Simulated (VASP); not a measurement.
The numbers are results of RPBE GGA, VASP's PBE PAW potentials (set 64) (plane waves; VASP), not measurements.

VASP input:

INCAR:
```
SYSTEM = NiSb
PREC = Accurate
ENCUT = 520
EDIFF = 1E-7
NELM = 100
ALGO = Normal
LREAL = .FALSE.
LASPH = .TRUE.
ISMEAR = 0
SIGMA = 0.05
GGA = RP
LMAXMIX = 4
LWAVE = .FALSE.
LCHARG = .FALSE.
LORBIT = 11
ICHARG = 11
```

POSCAR:
```
NiSb
4.0013970
  0.5000000411  -0.8660255180   0.0000000000
  0.5000000411   0.8660255180   0.0000000000
  0.0000000000   0.0000000000   1.3053712653
Ni Sb
2 2
Direct
  0.0000000000   1.0000000000   0.5000000000
  0.0000000000   1.0000000000   1.0000000000
  0.3333330000   0.6666670000   0.2500000000
  0.6666670000   0.3333330000   0.7500000000
```

**KPOINTS**
```
k-points along high-symmetry lines
10
Line-mode
Reciprocal
  0.000000   0.000000   0.000000 ! GAMMA
 -0.000000   0.500000   0.000000 ! M

 -0.000000   0.500000   0.000000 ! M
 -0.333333   0.666667   0.000000 ! K

 -0.333333   0.666667   0.000000 ! K
  0.000000   0.000000   0.000000 ! GAMMA

  0.000000   0.000000   0.000000 ! GAMMA
  0.000000   0.000000   0.500000 ! A

  0.000000   0.000000   0.500000 ! A
 -0.000000   0.500000   0.500000 ! L

 -0.000000   0.500000   0.500000 ! L
 -0.333333   0.666667   0.500000 ! H

 -0.333333   0.666667   0.500000 ! H
  0.000000   0.000000   0.500000 ! A

 -0.000000   0.500000   0.500000 ! L
 -0.000000   0.500000   0.000000 ! M

 -0.333333   0.666667   0.500000 ! H
 -0.333333   0.666667   0.000000 ! K
```

POTCAR, in this order: Ni Sb (PBE.64 set). Program: vasp_std. Read from the step before: CHGCAR.

Question: What will the output report for the number of irreducible k-points (NKPTS), largest plane-wave count, number of space-group operations, FFT grid (NGX, NGY, NGZ)?

Answer: 
| Item | Result |
|---|---|
| number of irreducible k-points (NKPTS) | 90 |
| largest plane-wave count | 1976 |
| number of space-group operations | 24 |
| FFT grid (NGX, NGY, NGZ) | 30 × 30 × 40 |

The compound is NiSb in the NiAs type structure. It was relaxed first, which changed the volume by +6 %. The run is not spin-polarised, so no magnetic state was tried.
